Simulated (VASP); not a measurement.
A run of VASP 6.6.1:

INCAR

```
  PREC = Accurate
  ENCUT = 600
  EDIFF = 1E-6
  ISMEAR = 0
  SIGMA = 0.03
  LREAL = F
  LASPH = T
  NELM = 80
  ALGO = Normal
  ISIF = 3
  LWAVE = F
  LCHARG = F
  GGA = AM
  IBRION = 2
  NSW = 90
  EDIFFG = -0.01
```

KPOINTS

```
regular mesh
0
Gamma
  10 10 10
```

Contents of POSCAR:

```
InSb
1.0
    0.0000000000      3.2391000000      3.2391000000
    3.2391000000      0.0000000000      3.2391000000
    3.2391000000      3.2391000000      0.0000000000
In Sb
1 1
Direct
    0.0000000000      0.0000000000      0.0000000000
    0.2500000000      0.2500000000      0.2500000000
```

Potentials or basis: VASP PAW PBE potentials, release 64 (In_d, Sb).

The run is started by

```sh
$ cat potpaw_PBE.64/In_d/POTCAR potpaw_PBE.64/Sb/POTCAR > POTCAR
$ mpirun -np 1 vasp_std > vasp.out
```

Hardware: 1 thread of Intel(R) Xeon(R) Platinum 8259CL CPU @ 2.50GHz (Skylake/Cascade Lake) (shared host).

Q: Estimate the wall time of this run.

A: Wall time 2.6 min on 1 thread of Intel(R) Xeon(R) Platinum 8259CL CPU @ 2.50GHz (Skylake/Cascade Lake) (shared host), peak memory 0.27 GiB. Counts: scf iterations 27, k points 47, ion steps 3.
